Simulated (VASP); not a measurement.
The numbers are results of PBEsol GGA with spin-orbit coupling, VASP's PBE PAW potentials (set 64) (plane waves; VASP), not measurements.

VASP input:

INCAR:
```
ALGO=Normal
EDIFF=1E-6
ENCUT=400
GGA=PS
GGA_COMPAT=.FALSE.
ISMEAR=0
LASPH=.TRUE.
LCHARG=.FALSE.
LMAXMIX=4
LREAL=.FALSE.
LSORBIT=.TRUE.
LWAVE=.FALSE.
MAGMOM=6*0
NELM=100
PREC=Accurate
SIGMA=0.05
SYSTEM=VSi
```

**POSCAR**
```
VSi
1.0
  2.9388436691   0.0000000000   0.0000000000
  0.0000000000   2.9388436691   0.0000000000
  0.0000000000   0.0000000000   2.9388436691
V Si
1 1
Cart
  0.0000000000   0.0000000000   0.0000000000
  1.4694218346   1.4694218346   1.4694218346
```

File KPOINTS:
```
Regular mesh
0
G
  11 11 11
```

File KPOINTS_OPT:
```
k-points along high-symmetry lines
8
Line-mode
Reciprocal
  0.000000   0.000000   0.000000 ! GAMMA
  0.000000   0.500000   0.000000 ! X

  0.000000   0.500000   0.000000 ! X
  0.500000   0.500000   0.000000 ! M

  0.500000   0.500000   0.000000 ! M
  0.000000   0.000000   0.000000 ! GAMMA

  0.000000   0.000000   0.000000 ! GAMMA
  0.500000   0.500000   0.500000 ! R

  0.500000   0.500000   0.500000 ! R
  0.000000   0.500000   0.000000 ! X

  0.500000   0.500000   0.500000 ! R
  0.500000   0.500000   0.000000 ! M
```

POTCAR, in this order: V_sv Si (PBE.64 set). Program: vasp_ncl.

Output

OSZICAR:
```
       N       E                     dE             d eps       ncg     rms          rms(c)
DAV:   1     0.149389789764E+03    0.14939E+03   -0.79461E+03  2776   0.123E+03
DAV:   2    -0.114244468288E+02   -0.16081E+03   -0.15664E+03  2760   0.415E+02
DAV:   3    -0.179214128238E+02   -0.64970E+01   -0.61824E+01  3520   0.839E+01
DAV:   4    -0.180167163999E+02   -0.95304E-01   -0.95121E-01  3000   0.104E+01
DAV:   5    -0.180183408978E+02   -0.16245E-02   -0.16242E-02  3472   0.134E+00    0.229E+01
DAV:   6    -0.166231895054E+02    0.13952E+01   -0.26099E+01  3152   0.561E+01    0.748E+00
DAV:   7    -0.158306797724E+02    0.79251E+00   -0.66677E+00  3120   0.297E+01    0.570E+00
DAV:   8    -0.157851668439E+02    0.45513E-01   -0.40739E-01  3104   0.671E+00    0.106E+00
DAV:   9    -0.157828996116E+02    0.22672E-02   -0.10390E-02  3152   0.140E+00    0.440E-01
DAV:  10    -0.157826952425E+02    0.20437E-03   -0.16139E-03  3224   0.555E-01    0.126E-01
DAV:  11    -0.157826877307E+02    0.75118E-05   -0.45112E-05  3448   0.741E-02    0.378E-02
DAV:  12    -0.157826838081E+02    0.39226E-05   -0.18408E-05  3344   0.553E-02    0.117E-02
DAV:  13    -0.157826828213E+02    0.98680E-06   -0.81698E-07  2184   0.920E-03
   1 F= -.15782683E+02 E0= -.15781246E+02  d E =-.287455E-02  mag=     0.0000     0.0000     0.0000
       N       E                     dE             ncg
```

File OUTCAR:
```
------------------------ aborting loop because EDIFF is reached ----------------------------------------
  FORCE on cell =-STRESS in cart. coord.  units (eV):
  Direction    XX          YY          ZZ          XY          YZ          ZX
  --------------------------------------------------------------------------------------
  Total        0.0130548      0.0130548      0.0130548     -0.0000000     -0.0000000      0.0000000
  in kB        0.8240443      0.8240443      0.8240443     -0.0000000     -0.0000000      0.0000000
  external PRESSURE =       0.8240443 kB  Pullay stress =       0.0000000 kB
  volume of cell :       25.38
      direct lattice vectors                 reciprocal lattice vectors
     2.938843669  0.000000000  0.000000000     0.340269886  0.000000000  0.000000000
     0.000000000  2.938843669  0.000000000     0.000000000  0.340269886  0.000000000
     0.000000000  0.000000000  2.938843669     0.000000000  0.000000000  0.340269886
 POSITION                                       TOTAL-FORCE (eV/Angst)
 -----------------------------------------------------------------------------------
      0.00000      0.00000      0.00000         0.000000      0.000000      0.000000
      1.46942      1.46942      1.46942         0.000000      0.000000      0.000000
 -----------------------------------------------------------------------------------
    total drift:                                0.000000      0.000000     -0.000000
  FREE ENERGIE OF THE ION-ELECTRON SYSTEM (eV)
  ---------------------------------------------------
  free  energy   TOTEN  =       -15.7826828213 eV

  energy  without entropy=      -15.7798082667  energy(sigma->0) =      -15.78124554

 Ion:    1  E_soc:     -0.0178667

 Ion:    2  E_soc:     -0.0004201
```
(Selected blocks of OUTCAR.)

The structure was generated: VSi was put into the CsCl type (Pm-3m), which need not be its known phase. It was relaxed first.
